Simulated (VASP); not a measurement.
An input for Quantum ESPRESSO's pw.x (written as the equivalent of a VASP run, and not itself run):

```
&CONTROL
  calculation = 'vc-relax'
  pseudo_dir = './pseudo'
  outdir = './out'
  tprnfor = .true.
  tstress = .true.
  nstep = 40
  forc_conv_thr = 0.00039
/
&SYSTEM
  ibrav = 0
  nat = 3
  ntyp = 2
  ecutwfc = 84
  occupations = 'smearing'
  smearing = 'methfessel-paxton'
  degauss = 0.00735
  input_dft = 'pbesol'
/
&ELECTRONS
  conv_thr = 7.3e-09
  electron_maxstep = 100
/
&IONS
/
&CELL
  press = 100
/
ATOMIC_SPECIES
  Te 127.600 Te.upf
  Pt 195.084 Pt.upf
CELL_PARAMETERS angstrom
     1.9826038   -3.4339699   -0.0000000
     1.9826038    3.4339699   -0.0000000
    -0.0000000   -0.0000000    4.7913399
ATOMIC_POSITIONS crystal
  Te   0.3333330  0.6666670  0.2775190
  Te   0.6666670  0.3333330  0.7224810
  Pt   0.0000000  1.0000000  1.0000000
K_POINTS automatic
  8 8 6 0 0 0
```

Write the VASP files for the same calculation (PBEsol).

This is not unique; one that fits is 
### POSCAR
```
PtTe2
1
    1.9826038045    -3.4339699020    -0.0000000000
    1.9826038045     3.4339699020    -0.0000000000
   -0.0000000000    -0.0000000000     4.7913398898
Te Pt
2 1
Direct
  0.3333330000   0.6666670000   0.2775190396
  0.6666670000   0.3333330000   0.7224809604
  0.0000000000   1.0000000000   1.0000000000
```

**INCAR**
```
SYSTEM=PtTe2
ENCUT=480   # plane-wave cut-off (eV)
ISMEAR=1
EDIFF=1E-7   # SCF stop (eV)
ISIF=3   # ions, shape and volume
PREC=Accurate
LREAL=.FALSE.
LMAXMIX=6   # l cut-off of mixed one-centre charges
NELM=100   # most electronic steps
IBRION=2   # conjugate gradients
SIGMA=0.1
LWAVE=.FALSE.
GGA=PS   # PBEsol
ALGO=Normal   # blocked Davidson
LCHARG=.FALSE.
LASPH=.TRUE.
PSTRESS=100   # kbar
NSW=40
EDIFFG=-0.01   # ionic stop
```

### KPOINTS
```
Automatic mesh
0
Gamma
8 8 6
0 0 0
```

POTCAR, in this order: Te Pt (PBE.64 set). Program: vasp_std.

Limits of the translation: the potentials are each code's own (VASP's PAW set, PseudoDojo norm-conserving files in pw.x), so ENCUT and ecutwfc are chosen apart and not converted; conv_thr bounds pw.x's estimated SCF error, while EDIFF bounds the energy change between steps; forc_conv_thr acts on force components and is met together with etot_conv_thr.

The compound is PtTe2 in the 1T layered structure. This run relaxes it under an external pressure of 10 GPa. Symmetry was kept, so distortions that lower it aren't found.
